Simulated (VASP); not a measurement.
Here is the system:

```yaml
crystal:
  lattice:
    - [0.00000, 2.77168, 2.77168]
    - [2.77168, 0.00000, 2.77168]
    - [2.77168, 2.77168, 0.00000]
  atoms:
    - { symbol: Ba, position: [0.00000, 0.00000, 0.00000] }
    - { symbol: S, position: [0.50000, 0.50000, 0.50000] }
```

Calculation: LDA (Ceperley-Alder, Perdew-Zunger), VASP's LDA PAW potentials (set 64) (plane waves; VASP). Numerical set-up: 500 eV cut-off, 8×8×8 Γ-centred mesh, Gaussian smearing of 0.050 eV, potentials Ba_sv S.

Unless said otherwise, spin-orbit coupling is left out, though it shifts the bands of the heavy elements here.

### Question
Estimate the energy per atom (σ→0), pressure, band gap (on the k-mesh) with the smallest direct gap where there is one.

### Answer

- band gap (on the k-mesh) = 0.18 eV
- smallest direct gap (on the k-mesh) = 0.18 eV
- energy per atom (σ→0) = -4.581 eV/atom
- pressure = 44.96 GPa

The compound is BaS in the rock salt structure. It was relaxed first under an external pressure of 45 GPa.
